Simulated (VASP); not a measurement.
ZnB12:

```
CELL_PARAMETERS angstrom
0.00000 3.62975 3.62975
3.62975 0.00000 3.62975
3.62975 3.62975 0.00000
ATOMIC_POSITIONS crystal
Zn 0.00000 0.00000 0.00000
B 0.50000 0.83957 0.50000
B 0.83957 0.50000 0.50000
B 0.50000 0.83957 0.16043
B 0.16043 0.50000 0.83957
B 0.83957 0.50000 0.16043
B 0.50000 0.50000 0.83957
B 0.16043 0.83957 0.50000
B 0.50000 0.16043 0.83957
B 0.50000 0.50000 0.16043
B 0.83957 0.16043 0.50000
B 0.16043 0.50000 0.50000
B 0.50000 0.16043 0.50000
```

The cell was built by a generator and needn't be a form met in nature.

The cell isn't the ideal one: species swapped into the HfB12 type (Fm-3m, No. 225).

* Program: VASP 6.6.1
* Task: relaxation of cell and atoms
* Functional: PBE
* Potentials or basis: VASP PAW PBE potentials, release 64 (Zn, B)
* Cutoff: 600 eV
* k mesh: 4 × 4 × 4
* Occupations: gaussian, width 0.1 eV
* Spin: no spin polarisation

At the start: pressure 16.3 GPa; volume 7.36 Å³/atom.

Problem. How do energy, volume and symmetry change on relaxing?

Solution. Over 5 steps the energy falls by 27.9 meV/atom and the volume is 7.90 Å³/atom (+7.4 %); space group Fm-3m (No. 225, to 0.05 Å).

The path:
| step | energy change (eV) | largest force (eV/Å) | pressure (GPa) | volume (Å³) |
| --- | --- | --- | --- | --- |
| 1 | 0.0000 | 0.4261 | 16.32 | 95.64 |
| 2 | -0.2571 | 0.3918 | -6.49 | 106.40 |
| 3 | -0.3580 | 0.1713 | 0.62 | 102.44 |
| 4 | -0.3579 | 0.1655 | -0.75 | 103.02 |
| 5 | -0.3623 | 0.0035 | -0.07 | 102.72 |

Final structure:
```xyz
13
Lattice="0.0000 3.7172 3.7172 3.7172 0.0000 3.7172 3.7172 3.7172 0.0000" Properties=species:S:1:pos:R:3 pbc="T T T"
Zn    0.0000    0.0000    0.0000
B     4.9723    3.7172    4.9723
B     3.7172    4.9723    4.9723
B     3.7172    2.4620    4.9723
B     4.9723    3.7172    2.4620
B     2.4620    3.7172    4.9723
B     4.9723    4.9723    3.7172
B     4.9723    2.4620    3.7172
B     3.7172    4.9723    2.4620
B     2.4620    2.4620    3.7172
B     2.4620    4.9723    3.7172
B     3.7172    2.4620    2.4620
B     2.4620    3.7172    2.4620
```

Caveat: the k mesh is coarse (spacing up to 0.37 Å⁻¹), so the values aren't converged.
